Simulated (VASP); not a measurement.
Consider the following.

```yaml
crystal:
  lattice:
    - [0.00000, 2.85426, 2.85426]
    - [2.85426, 0.00000, 2.85426]
    - [2.85426, 2.85426, 0.00000]
  atoms:
    - { symbol: Li, position: [0.25000, 0.25000, 0.25000] }
    - { symbol: Li, position: [0.75000, 0.75000, 0.75000] }
    - { symbol: S, position: [0.00000, 0.00000, 0.00000] }
```

These are RPBE GGA, VASP's PBE PAW potentials (set 64) (plane waves; VASP) values and carry that method's errors. Numerical set-up: 520 eV cut-off, 7×7×7 Γ-centred mesh, Gaussian smearing of 0.050 eV, potentials Li_sv S.

**Question.** Predict the energy per atom (σ→0), pressure.

**Answer.** 
```yaml
energy per atom (σ→0): -3.816 eV/atom
pressure: 1.37 GPa
```

Only differences to runs with the same potentials and settings are physical.

The compound is Li2S in the antifluorite structure. This cell is one point of a volume scan, at 0.97 of the reference volume.
